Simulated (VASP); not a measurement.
Consider the following.

```
Al2Au
1.0
    0.00000     2.97907     2.97907
    2.97907     0.00000     2.97907
    2.97907     2.97907     0.00000
Al Au
2 1
Direct
  0.25000   0.25000   0.25000
  0.75000   0.75000   0.75000
  0.00000   0.00000   0.00000
```

Method: LDA (Ceperley-Alder, Perdew-Zunger), VASP's LDA PAW potentials (set 64) (plane waves; VASP). Numerical set-up: 520 eV cut-off, 9×9×9 Γ-centred mesh, first-order Methfessel-Paxton smearing of 0.10 eV, potentials Al Au.

Unless said otherwise, spin-orbit coupling is left out, though it shifts the bands of the heavy elements here.

Predict the energy per atom (σ→0), band gap (on the k-mesh) with the smallest direct gap where there is one.

| Item | Result |
|---|---|
| band gap (on the k-mesh) | none (metal, semimetal or under 0.01 eV) |
| energy per atom (σ→0) | -4.761 eV/atom |

The absolute energy has meaning only against runs of the same code, potentials and settings.

The compound is AuAl2 in the fluorite structure. It was relaxed first. The electron count is odd and the run is not spin-polarised, which forces a metal.
